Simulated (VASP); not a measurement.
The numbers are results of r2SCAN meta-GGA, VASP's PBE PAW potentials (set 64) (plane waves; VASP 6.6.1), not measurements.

Input for VASP

KPOINTS:
```
Automatic
0
Gamma
10 10 3
```

INCAR:
```
! general
SYSTEM  = C
PREC    = Accurate
ENCUT   = 520   ! plane-wave cut-off (eV)
LREAL   = .FALSE.
LASPH   = .TRUE.   ! aspherical one-centre terms

! electronic loop
EDIFF   = 1E-7   ! SCF stop (eV)
NELM    = 100   ! most electronic steps
ALGO    = Normal   ! blocked Davidson
LMIXTAU = .TRUE.

! smearing
ISMEAR  = 0   ! Gaussian
SIGMA   = 0.05   ! width (eV)

! functional
METAGGA = R2SCAN

! ions
IBRION  = 2   ! conjugate gradients
NSW     = 30   ! most ionic steps
ISIF    = 4   ! ions and shape, fixed volume
EDIFFG  = -0.01

! output
LWAVE   = .FALSE.
LCHARG  = .FALSE.
```

File POSCAR:
```
C
1
    1.2285685818    -2.1279427126     0.0000000000
    1.2285685818     2.1279427126     0.0000000000
    0.0000000000     0.0000000000     6.9576268276
C
4
Direct
  0.0000000000   0.0000000000   0.2500000000
  0.0000000000   0.0000000000   0.7500000000
  0.3333330000   0.6666670000   0.2500000000
  0.6666670000   0.3333330000   0.7500000000
```

POTCAR, in this order: C (PBE.64 set). Program: vasp_std.

Output

File OSZICAR:
```
       N       E                     dE             d eps       ncg     rms          rms(c)
DAV:   1     0.516762261799E+02    0.51676E+02   -0.85315E+03   672   0.126E+03
DAV:   2    -0.414558600167E+02   -0.93132E+02   -0.84223E+02   964   0.238E+02
DAV:   3    -0.454941071223E+02   -0.40382E+01   -0.40053E+01   856   0.512E+01
DAV:   4    -0.455417278765E+02   -0.47621E-01   -0.47575E-01   820   0.652E+00
DAV:   5    -0.455428198438E+02   -0.10920E-02   -0.10916E-02   836   0.937E-01    0.828E+00
DAV:   6    -0.416193047920E+02    0.39235E+01   -0.20646E+00   784   0.107E+01    0.605E+00
DAV:   7    -0.379583482107E+02    0.36610E+01   -0.34660E-01   780   0.645E+00    0.132E+00
DAV:   8    -0.394839256518E+02   -0.15256E+01   -0.11614E+00   728   0.895E+00    0.137E+00
DAV:   9    -0.403089036865E+02   -0.82498E+00   -0.12155E-01   776   0.332E+00    0.739E-01
DAV:  10    -0.401204107931E+02    0.18849E+00   -0.16339E-02   716   0.152E+00    0.618E-01
DAV:  11    -0.395287538905E+02    0.59166E+00   -0.21085E-01   712   0.458E+00    0.208E-01
DAV:  12    -0.397327605851E+02   -0.20401E+00   -0.45101E-02   700   0.250E+00    0.149E-01
DAV:  13    -0.397327505353E+02    0.10050E-04   -0.30523E-04   880   0.161E-01    0.142E-01
DAV:  14    -0.397556624757E+02   -0.22912E-01   -0.49141E-03   692   0.857E-01    0.188E-01
DAV:  15    -0.397559985094E+02   -0.33603E-03   -0.54769E-04   824   0.249E-01    0.137E-01
DAV:  16    -0.397595321194E+02   -0.35336E-02   -0.12524E-03   736   0.464E-01    0.191E-01
DAV:  17    -0.397596003125E+02   -0.68193E-04   -0.41013E-05   788   0.751E-02    0.184E-01
DAV:  18    -0.397596345739E+02   -0.34261E-04   -0.80933E-06   828   0.319E-02    0.158E-01
DAV:  19    -0.397597188133E+02   -0.84239E-04   -0.21845E-05   720   0.662E-02    0.632E-02
DAV:  20    -0.397597282976E+02   -0.94843E-05   -0.27529E-06   788   0.209E-02    0.411E-02
DAV:  21    -0.397597276731E+02    0.62450E-06   -0.31092E-07   812   0.695E-03    0.357E-02
DAV:  22    -0.397597403908E+02   -0.12718E-04   -0.27000E-06   776   0.172E-02    0.442E-03
DAV:  23    -0.397597414339E+02   -0.10431E-05   -0.64745E-07   808   0.934E-03    0.378E-03
DAV:  24    -0.397597417666E+02   -0.33267E-06   -0.11412E-07   568   0.369E-03    0.136E-03
DAV:  25    -0.397597419461E+02   -0.17945E-06   -0.13613E-07   760   0.308E-03    0.854E-04
DAV:  26    -0.397597421504E+02   -0.20436E-06   -0.38484E-08   512   0.187E-03    0.156E-03
DAV:  27    -0.397597420084E+02    0.14204E-06   -0.56674E-09   460   0.821E-04    0.774E-04
DAV:  28    -0.397597420367E+02   -0.28311E-07   -0.23981E-09   428   0.588E-04
   1 F= -.39759742E+02 E0= -.39759742E+02  d E =-.397597E+02
```

OUTCAR:
```
------------------------ aborting loop because EDIFF is reached ----------------------------------------
  FORCE on cell =-STRESS in cart. coord.  units (eV):
  Direction    XX          YY          ZZ          XY          YZ          ZX
  --------------------------------------------------------------------------------------
  Total        0.0611389      0.0611388      0.0798066      0.0000000      0.0000000      0.0000000
  in kB        2.6926355      2.6926343      3.5147869      0.0000000      0.0000000      0.0000000
  external PRESSURE =       2.9666856 kB  Pullay stress =       0.0000000 kB
  volume of cell :       36.38
      direct lattice vectors                 reciprocal lattice vectors
     1.228568582 -2.127942713  0.000000000     0.406977687 -0.234968732  0.000000000
     1.228568582  2.127942713  0.000000000     0.406977687  0.234968732  0.000000000
     0.000000000  0.000000000  6.957626828     0.000000000  0.000000000  0.143727168
 POSITION                                       TOTAL-FORCE (eV/Angst)
 -----------------------------------------------------------------------------------
      0.00000      0.00000      1.73941        -0.000000      0.000000      0.000000
      0.00000      0.00000      5.21822         0.000000     -0.000000      0.000000
      1.22857      0.70932      1.73941        -0.000000      0.000000     -0.000000
      1.22857     -0.70932      5.21822         0.000000     -0.000000     -0.000000
 -----------------------------------------------------------------------------------
    total drift:                               -0.000000     -0.000000      0.000000
  FREE ENERGIE OF THE ION-ELECTRON SYSTEM (eV)
  ---------------------------------------------------
  free  energy   TOTEN  =       -39.7597420367 eV

  energy  without entropy=      -39.7597420367  energy(sigma->0) =      -39.75974204

 reached required accuracy - stopping structural energy minimisation
```
(Selected blocks of OUTCAR.)

The compound is C in the graphite structure. It was relaxed first.
